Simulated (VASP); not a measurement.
Data:

```xyz
3
Lattice="4.8403 0.0000 0.0000 -2.4202 4.1918 0.0000 0.0000 0.0000 3.3213" Properties=species:S:1:pos:R:3 pbc="T T T"
Tm     0.0000     0.0000     0.0000
Cd     0.0000     2.7946     1.6606
Cd     2.4202     1.3973     1.6606
```

Method: PBEsol GGA, VASP's PBE PAW potentials (set 64) (plane waves; VASP). Run with 400 eV cut-off, 7×7×8 Γ-centred mesh, first-order Methfessel-Paxton smearing of 0.10 eV, potentials Tm_3 Cd.

The 4f electrons are frozen in the core of the lanthanide potential, so 4f levels, which can set the real gap, and their magnetism are missing.

### Question
Estimate the energy per atom (σ→0), band gap (on the k-mesh) with the smallest direct gap where there is one.

### Answer

```yaml
band gap (on the k-mesh): none (metal, semimetal or under 0.01 eV)
energy per atom (σ→0): -2.766 eV/atom
```

The absolute energy has meaning only against runs of the same code, potentials and settings.

The structure comes from a computed database's TmCd2 entry (P6/mmm); how it stands against other phases isn't given here. It was relaxed first. The start is the result of an earlier pass. The electron count is odd and the run is not spin-polarised, which forces a metal.
